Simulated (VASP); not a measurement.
# What goes wrong when the modes of TiTe2 are computed with a bad input, part 2 of 2

Aim: see how common mistakes in a phonon run show up, on TiTe2. The starting structure is a measured crystal structure from the Crystallography Open Database.

VASP 6.6.1.

Results so far: reference A2u 288.0 cm⁻¹.

## 3. Modes with finite displacements, else as the reference

Level of this step: LDA, no spin polarisation; plane waves and PAW (Te, Ti_sv) (VASP).

Against step 2 the input has IBRION = 6, NFREE = 2 and POTIM = 0.015 (also changed: NSW).

INCAR

```
SYSTEM = TiTe2
PREC = Accurate
ENCUT = 450
EDIFF = 1E-08
NELM = 100
ISMEAR = 1
SIGMA = 0.15
LREAL = .FALSE.
ALGO = Normal
GGA = CA
NBANDS = 18
LORBIT = 11
LWAVE = .FALSE.
LCHARG = .FALSE.
KPAR = 4
IBRION = 6
NFREE = 2
POTIM = 0.015
NSW = 1
ISIF = 2
```

POSCAR

```
TiTe2
1.0
    3.6675316547      0.0000000000      0.0000000000
   -1.8337658274      3.1761755822      0.0000000000
    0.0000000000      0.0000000000      6.3265478193
Te Ti
2 1
Direct
    0.3333333333      0.6666666667      0.7300513549
    0.6666666667      0.3333333333      0.2699486451
    0.0000000000      0.0000000000      0.0000000000
```

KPOINTS

```
Automatic mesh
0
Gamma
12 12 6
0 0 0
```

Potentials, in the order of the species: Te and Ti_sv (LDA family, release 64).

Run with:

```console
$ mpirun -np 4 vasp_std
```

Output:

```text
[... set-up lines as in an earlier step ...]
 entering main loop
       N       E                     dE             d eps       ncg     rms          rms(c)
[... 17 cycles as in an earlier step ...]
   1 F= -.18345224E+02 E0= -.18345663E+02  d E =0.131727E-02
[... from here on, the cycles between the ionic steps are left out ...]
   2 F= -.18344790E+02 E0= -.18345231E+02  d E =0.132156E-02
   3 F= -.18344790E+02 E0= -.18345231E+02  d E =0.132156E-02
   4 F= -.18344247E+02 E0= -.18344660E+02  d E =0.124076E-02
   5 F= -.18344313E+02 E0= -.18344770E+02  d E =0.136977E-02
   6 F= -.18344632E+02 E0= -.18345079E+02  d E =0.134030E-02
   7 F= -.18344632E+02 E0= -.18345079E+02  d E =0.134031E-02
   8 F= -.18343848E+02 E0= -.18344280E+02  d E =0.129496E-02
   9 F= -.18343848E+02 E0= -.18344280E+02  d E =0.129498E-02
 Finite differences progress:
  Degree of freedom:   4/  4
  Displacement:        2/  2
  Total:               8/  8
```

Wall time 7.6 min (4 MPI ranks of Intel Xeon Platinum 8488C (Sapphire Rapids), shared host); peak memory 3 GiB.

Parts of OUTCAR (step 3):

```text
  Total        0.0034209      0.0034209     -0.0003829     -0.0000000      0.0000000      0.0000000
  in kB        0.0743722      0.0743722     -0.0083241     -0.0000000      0.0000000      0.0000000
  external PRESSURE =       0.0468068 kB  Pullay stress =       0.0000000 kB

 POSITION                                       TOTAL-FORCE (eV/Angst)
 -----------------------------------------------------------------------------------
     -0.00000      2.11745      4.61870         0.000000      0.000000     -0.094306
      1.83377      1.05873      1.70784        -0.000000      0.000000     -0.089092
      0.00000      0.00000     -0.01500         0.000000     -0.000000      0.183398
 -----------------------------------------------------------------------------------
    total drift:                                0.000000     -0.000000      0.000014

  FREE ENERGIE OF THE ION-ELECTRON SYSTEM (eV)
  ---------------------------------------------------
  free  energy   TOTEN  =       -18.3438481470 eV

  energy  without entropy=      -18.3451431267  energy(sigma->0) =      -18.34427981

[... 2 parts as in an earlier step ...]

[... 1 further part left out ...]
[key lines of the parts left out:]
E-fermi :   7.7329
```

The last energy, forces and stress in OUTCAR belong to the last displaced cell, not to that of POSCAR.

With finite displacements, else as the reference the modes are A2u 287.2, Eu 188.1, A1g 150.7, Eg 104.1 cm⁻¹; the largest shift is -0.8 cm⁻¹, in A2u, from the reference.

## 4. Modes with a k mesh far too coarse

A slip made on purpose: a k mesh far too coarse. Against step 2 the input has a 2×2×2 mesh (also changed: NELM and KPAR).

INCAR

```
SYSTEM = TiTe2
PREC = Accurate
ENCUT = 450
EDIFF = 1E-08
NELM = 60
ISMEAR = 1
SIGMA = 0.15
LREAL = .FALSE.
ALGO = Normal
GGA = CA
NBANDS = 18
LORBIT = 11
LWAVE = .FALSE.
LCHARG = .FALSE.
IBRION = 8
ISIF = 2
```

POSCAR is that of step 3.

KPOINTS

```
Automatic mesh
0
Gamma
2 2 2
0 0 0
```

Run with:

```console
$ mpirun -np 4 vasp_std
```

Output:

```text
[banner, memory and clock lines left out]
running    4 mpi-ranks, on    1 nodes
[...]
LDA part: xc-table for (Slater(with rela. corr.)+CA(PZ))
 , standard interpolation
|                                                                             |
|           W    W    AA    RRRRR   N    N  II  N    N   GGGG   !!!           |
|           W    W   A  A   R    R  NN   N  II  NN   N  G    G  !!!           |
|           W    W  A    A  R    R  N N  N  II  N N  N  G       !!!           |
|           W WW W  AAAAAA  RRRRR   N  N N  II  N  N N  G  GGG   !            |
|           WW  WW  A    A  R   R   N   NN  II  N   NN  G    G                |
|           W    W  A    A  R    R  N    N  II  N    N   GGGG   !!!           |
|                                                                             |
|     The number of bands has been changed from the values supplied in        |
|     The orbitals not found in the WAVECAR file will be initialized with     |
|     random numbers, which is usually adequate. For correlated               |
[...]
RMM:  23    -0.704209170007E+00    0.62595E-08   -0.21957E-07   537   0.872E-04    0.100E-04
RMM:  24    -0.704209151259E+00    0.18748E-07   -0.15549E-07   505   0.765E-04    0.112E-04
RMM:  25    -0.704209146130E+00    0.51292E-08    0.65813E-09   466   0.671E-04    0.122E-04
 first order change of Fermi-energy  -0.71529E-05
 force on displaced ion       3 direction 1 : -15.331   0.000   0.000
 Linear response progress:
  Degree of freedom:   4/  4
       N       E                     dE             d eps       ncg     rms          rms(c)
RMM:   1    -0.687179604934E+00   -0.68718E+00    0.17211E+01   181   0.106E+02
RMM:   2    -0.680283606078E+00    0.68960E-02   -0.13628E-01   262   0.265E+00    0.180E-01
RMM:   3    -0.677730031472E+00    0.25536E-02   -0.14018E-02   316   0.605E-01    0.868E-02
RMM:   4    -0.678367314015E+00   -0.63728E-03   -0.12822E-02   325   0.299E-01    0.535E-02
[...]
RMM:  12    -0.679074985775E+00   -0.10513E-05   -0.16696E-04   319   0.758E-03    0.212E-03
RMM:  13    -0.679075658703E+00   -0.67293E-06   -0.15571E-04   305   0.667E-03    0.198E-03
RMM:  14    -0.679075537398E+00    0.12131E-06   -0.14806E-04   333   0.567E-03    0.214E-03
 first order change of Fermi-energy   0.34584E-04
 force on displaced ion       3 direction 3 :   0.000  -0.000 -13.227
 Linear response finished
```

Elapsed: 32 s, on 4 MPI ranks; peak memory 0.55 GiB.

From OUTCAR (step 4):

```text
  Total        0.3180041      0.3180041      0.8355944     -0.0000000      0.0000000     -0.0000000
  in kB        6.9135026      6.9135026     18.1660686     -0.0000000      0.0000000     -0.0000000
  external PRESSURE =      10.6643580 kB  Pullay stress =       0.0000000 kB

 POSITION                                       TOTAL-FORCE (eV/Angst)
 -----------------------------------------------------------------------------------
     -0.00000      2.11745      4.61870         0.000000     -0.000000      0.324706
      1.83377      1.05873      1.70784        -0.000000      0.000000     -0.324706
      0.00000      0.00000      0.00000         0.000000      0.000000      0.000000
 -----------------------------------------------------------------------------------
    total drift:                               -0.000000      0.000000      0.000000

[... 1 part as in an earlier step ...]

[... 1 further part left out ...]
```

With a k mesh far too coarse the modes are Eu 321.5, A2u 298.6, A1g 162.5, Eg 111.2 cm⁻¹; the largest shift is +132.9 cm⁻¹, in Eu, from the reference.

## 5. Modes with perturbation theory asked for with a meta-GGA

A slip made on purpose: perturbation theory asked for with a meta-GGA. Against step 2 the input has METAGGA = R2SCAN, LASPH = .TRUE. and no GGA (also changed: NELM).

INCAR, as its differences from that of step 4:

```diff
@@ -9,3 +9,2 @@
 ALGO = Normal
-GGA = CA
 NBANDS = 18
@@ -14,3 +13,6 @@
 LCHARG = .FALSE.
+KPAR = 4
 IBRION = 8
 ISIF = 2
+METAGGA = R2SCAN
+LASPH = .TRUE.
```

POSCAR is that of step 4.

KPOINTS

```
Automatic mesh
0
Gamma
12 12 6
0 0 0
```

Run with:

```console
$ mpirun -np 4 vasp_std
```

Output:

```text
[banner, memory and clock lines left out]
running    4 mpi-ranks, on    1 nodes
[...]
|                                                                             |
|               ----> ADVICE to this user running VASP <----                  |
|                                                                             |
|     You enforced a specific xc type in the INCAR file but a different       |
|     [... a line on the potential file left out ...]
|     I HOPE YOU KNOW WHAT YOU ARE DOING!                                     |
|                                                                             |

 LDA part: xc-table for (None), standard interpolation
 POSCAR, INCAR and KPOINTS ok, starting setup
[...]
entering main loop
       N       E                     dE             d eps       ncg     rms          rms(c)
DAV:   1    -0.761399825752E+03   -0.76140E+03   -0.10439E+04  3608   0.117E+03
DAV:   2    -0.941190717311E+03   -0.17979E+03   -0.17589E+03  3918   0.308E+02
[...]
1 F= -.95076006E+03 E0= -.95075994E+03  d E =-.354942E-03
|                                                                             |
|     EEEEEEE  RRRRRR   RRRRRR   OOOOOOO  RRRRRR      ###     ###     ###     |
|     E        R     R  R     R  O     O  R     R     ###     ###     ###     |
|     E        R     R  R     R  O     O  R     R     ###     ###     ###     |
|     EEEEE    RRRRRR   RRRRRR   O     O  RRRRRR       #       #       #      |
|     E        R   R    R   R    O     O  R   R                               |
|     E        R    R   R    R   O     O  R    R      ###     ###     ###     |
|     EEEEEEE  R     R  R     R  OOOOOOO  R     R     ###     ###     ###     |
|                                                                             |
|     You have switched on METAGGA and linear-response routines. This         |
|     combination is currently not supported. If you have selected            |
|     LEPSILON=.TRUE., you can try using LCALCEPS=.TRUE. instead. In all      |
|     other cases, VASP will stop. SOOO sorry...                              |
|                                                                             |
|       ---->  I REFUSE TO CONTINUE WITH THIS SICK JOB ... BYE!!! <----       |
|                                                                             |

1
1
1
1
```

Wall time 2.6 min (4 MPI ranks).

VASP stopped with this message: “You have switched on METAGGA and linear-response routines. This combination is currently not supported. If you have selected LEPSILON=.TRUE., you can try using LCALCEPS=.TRUE. instead”.

## 6. Modes with a cutoff far too low

A slip made on purpose: a cutoff far too low. Against step 2 the input has ENCUT = 150 (also changed: NELM).

INCAR

```
SYSTEM = TiTe2
PREC = Accurate
ENCUT = 150
EDIFF = 1E-08
NELM = 60
ISMEAR = 1
SIGMA = 0.15
LREAL = .FALSE.
ALGO = Normal
GGA = CA
NBANDS = 18
LORBIT = 11
LWAVE = .FALSE.
LCHARG = .FALSE.
KPAR = 4
IBRION = 8
ISIF = 2
```

POSCAR is that of step 5.

KPOINTS is that of step 5.

Run with:

```console
$ mpirun -np 4 vasp_std
```

Output:

```text
[... set-up lines as in an earlier step ...]
 entering main loop
       N       E                     dE             d eps       ncg     rms          rms(c)
DAV:   1     0.543851513859E+02    0.54385E+02   -0.59146E+03  4348   0.518E+02
DAV:   2    -0.193022646518E+02   -0.73687E+02   -0.72254E+02  4598   0.158E+02
DAV:   3    -0.220470440801E+02   -0.27448E+01   -0.27296E+01  4694   0.298E+01
DAV:   4    -0.220818091498E+02   -0.34765E-01   -0.34751E-01  4748   0.341E+00
[...]
DAV:  20    -0.178918241725E+02    0.15745E-07   -0.13172E-08  2968   0.634E-04    0.742E-04
DAV:  21    -0.178918241444E+02    0.28019E-07   -0.22585E-09  1920   0.226E-04    0.244E-04
DAV:  22    -0.178918241354E+02    0.90131E-08   -0.57677E-10  1878   0.138E-04
   1 F= -.17891824E+02 E0= -.17891939E+02  d E =0.345780E-03
 Linear response reoptimize wavefunctions to high precision
DAV:   1    -0.178918241338E+02    0.15903E-08   -0.70019E-11  2002   0.495E-05
DAV:   2    -0.178918241338E+02   -0.18190E-11   -0.13654E-11  1870   0.201E-05
 Linear response DOF=           4
 Linear response progress:
[...]
RMM:  20    -0.530084649799E+00    0.13663E-07   -0.37681E-07 17175   0.410E-04    0.100E-04
RMM:  21    -0.530084655057E+00   -0.52572E-08   -0.27688E-07 17181   0.355E-04    0.105E-04
RMM:  22    -0.530084712021E+00   -0.56964E-07   -0.19938E-07 15331   0.307E-04    0.110E-04
 first order change of Fermi-energy  -0.76224E-03
 force on displaced ion       3 direction 1 :  -5.920   0.000   0.000
 Linear response progress:
  Degree of freedom:   4/  4
       N       E                     dE             d eps       ncg     rms          rms(c)
RMM:   1    -0.600181872101E+00   -0.60018E+00    0.27801E+01  3642   0.592E+01
RMM:   2    -0.564343718265E+00    0.35838E-01   -0.47263E-01  6476   0.382E+00    0.522E-01
RMM:   3    -0.559527243994E+00    0.48165E-02   -0.12097E-02  6987   0.671E-01    0.249E-01
RMM:   4    -0.555614040060E+00    0.39132E-02   -0.27327E-03  7546   0.313E-01    0.828E-02
[...]
RMM:  16    -0.554115721630E+00   -0.11302E-06   -0.14337E-07  6931   0.124E-03    0.495E-04
RMM:  17    -0.554115736393E+00   -0.14762E-07   -0.14196E-07  7183   0.106E-03    0.516E-04
RMM:  18    -0.554115839550E+00   -0.10316E-06   -0.22941E-07  7342   0.905E-04    0.543E-04
 first order change of Fermi-energy   0.56886E-03
 force on displaced ion       3 direction 3 :   0.000  -0.000 -12.338
 Linear response finished
```

Run time: 1.7 min. Hardware: 4 MPI ranks; peak memory 1.2 GiB; 6.8 min of CPU time.

OUTCAR, selected parts (step 6):

```text
  Total      -23.4610417    -23.4610417    -24.1326686      0.0000000      0.0000000      0.0000000
  in kB     -510.0499447   -510.0499447   -524.6513108      0.0000000      0.0000000      0.0000000
  external PRESSURE =    -514.9170667 kB  Pullay stress =       0.0000000 kB

 POSITION                                       TOTAL-FORCE (eV/Angst)
 -----------------------------------------------------------------------------------
     -0.00000      2.11745      4.61870         0.000000      0.000000     -0.177478
      1.83377      1.05873      1.70784        -0.000000     -0.000000      0.177478
      0.00000      0.00000      0.00000         0.000000      0.000000      0.000000
 -----------------------------------------------------------------------------------
    total drift:                                0.000000      0.000000     -0.000000

[... 1 part as in an earlier step ...]

[... 1 further part left out ...]
```

With a cutoff far too low the modes are A2u 288.4, Eu 199.7, A1g 149.1, Eg 104.8 cm⁻¹; the largest shift is +11.1 cm⁻¹, in Eu, from the reference.

## 7. Modes with one-sided displacements

A slip made on purpose: one-sided displacements. Against step 2 the input has IBRION = 6, NFREE = 1 and POTIM = 0.015 (also changed: NELM and NSW).

INCAR, as its differences from that of step 6:

```diff
@@ -2,3 +2,3 @@
 PREC = Accurate
-ENCUT = 150
+ENCUT = 450
 EDIFF = 1E-08
@@ -15,3 +15,6 @@
 KPAR = 4
-IBRION = 8
+IBRION = 6
+NFREE = 1
+POTIM = 0.015
+NSW = 1
 ISIF = 2
```

POSCAR is that of step 6.

KPOINTS is that of step 6.

Run with:

```console
$ mpirun -np 4 vasp_std
```

Output:

```text
[... set-up lines as in an earlier step ...]
 entering main loop
       N       E                     dE             d eps       ncg     rms          rms(c)
[... 17 cycles as in an earlier step ...]
   1 F= -.18345224E+02 E0= -.18345663E+02  d E =0.131727E-02
[...]
2 F= -.18344790E+02 E0= -.18345231E+02  d E =0.132156E-02
[...]
3 F= -.18344247E+02 E0= -.18344660E+02  d E =0.124076E-02
[...]
4 F= -.18344632E+02 E0= -.18345079E+02  d E =0.134030E-02
[...]
5 F= -.18343848E+02 E0= -.18344280E+02  d E =0.129496E-02
 Finite differences progress:
  Degree of freedom:   4/  4
  Displacement:        1/  1
  Total:               4/  4
```

Elapsed: 4.3 min, on 4 MPI ranks; peak memory 2.3 GiB.

Parts of OUTCAR (step 7):

```text
  Total        0.0033881      0.0033881     -0.0004293     -0.0000000      0.0000000      0.0000000
  in kB        0.0736576      0.0736576     -0.0093326     -0.0000000      0.0000000      0.0000000
  external PRESSURE =       0.0459942 kB  Pullay stress =       0.0000000 kB

 POSITION                                       TOTAL-FORCE (eV/Angst)
 -----------------------------------------------------------------------------------
     -0.00000      2.11745      4.61870         0.000000      0.000000      0.089118
      1.83377      1.05873      1.70784         0.000000      0.000000      0.094320
      0.00000      0.00000      0.01500        -0.000000     -0.000000     -0.183438
 -----------------------------------------------------------------------------------
    total drift:                               -0.000375      0.000000     -0.000003

  FREE ENERGIE OF THE ION-ELECTRON SYSTEM (eV)
  ---------------------------------------------------
  free  energy   TOTEN  =       -18.3438481562 eV

  energy  without entropy=      -18.3451431201  energy(sigma->0) =      -18.34427981

[... 2 parts as in an earlier step ...]

[... 1 further part left out ...]
[key lines of the parts left out:]
E-fermi :   7.7329
```

With one-sided displacements the modes are A2u 287.4, Eu 188.1, A1g 151.1, Eg 104.1 cm⁻¹; the largest shift is +0.4 cm⁻¹, in A1g, from finite displacements, else as the reference.

## 8. The runs compared

```
                                          run            ended    A2u     Eu    A1g     Eg                method  core minutes
                                    reference        converged  288.0  188.6  150.7  104.1   perturbation theory          60.0
  finite displacements, else as the reference        converged  287.2  188.1  150.7  104.1  finite displacements          30.5
                      a k mesh far too coarse        converged  298.6  321.5  162.5  111.2   perturbation theory          2.13
perturbation theory asked for with a meta-GGA  stopped by VASP      -      -      -      -   perturbation theory          10.3
                         a cutoff far too low        converged  288.4  199.7  149.1  104.8   perturbation theory          6.87
                      one-sided displacements        converged  287.4  188.1  151.1  104.1  finite displacements          17.3
```

Modes are in cm⁻¹, degenerate ones as one, matched between runs by symmetry and order. A number in brackets counts the listed modes of one symmetry from the lowest. The symmetry labels come from an automatic analysis and can be wrong where levels nearly coincide. Core minutes are wall time times ranks of the run shown, on a shared host.

## 9. Summary of results

* A2u, reference: 288.0 cm⁻¹
* Eg, reference: 104.1 cm⁻¹
* A2u, finite displacements, else as the reference: 287.2 cm⁻¹
* Eg, finite displacements, else as the reference: 104.1 cm⁻¹
* A2u, a k mesh far too coarse: 298.6 cm⁻¹
* Eg, a k mesh far too coarse: 111.2 cm⁻¹
* A2u, a cutoff far too low: 288.4 cm⁻¹
* Eg, a cutoff far too low: 104.8 cm⁻¹
* A2u, one-sided displacements: 287.4 cm⁻¹
* Eg, one-sided displacements: 104.1 cm⁻¹
* run with perturbation theory asked for with a meta-GGA: stopped by VASP

In words: VASP stopped by itself in the run with perturbation theory asked for with a meta-GGA. Finished, but with signs in the output that stand out against the reference: a k mesh far too coarse, with modes off by up to +133 cm⁻¹, in Eu (signs: a pressure of 1.1 GPa on the undisplaced cell and forces of up to 0.32 eV/Å on the undisplaced atoms); a cutoff far too low, with modes off by up to +11 cm⁻¹, in Eu (signs: a pressure of -51.5 GPa on the undisplaced cell and forces of up to 0.18 eV/Å on the undisplaced atoms). Little came of one-sided displacements in this material. Runs with finite displacements are held against the sound run of that kind. Further runs on this material are not shown.

[Lines on the potential files, build, host, timing and source positions are cut from VASP's logs without a mark.]

[Logs are printed without paths, hosts, clocks, repeated set-up lines and the standing remarks that a program may print on its own settings, such as how far it seeks lower states.]

[Hosts, paths, dates, database ids (printed as entryN), source tags and the programs' standing remarks are cut or masked in the printed files.]
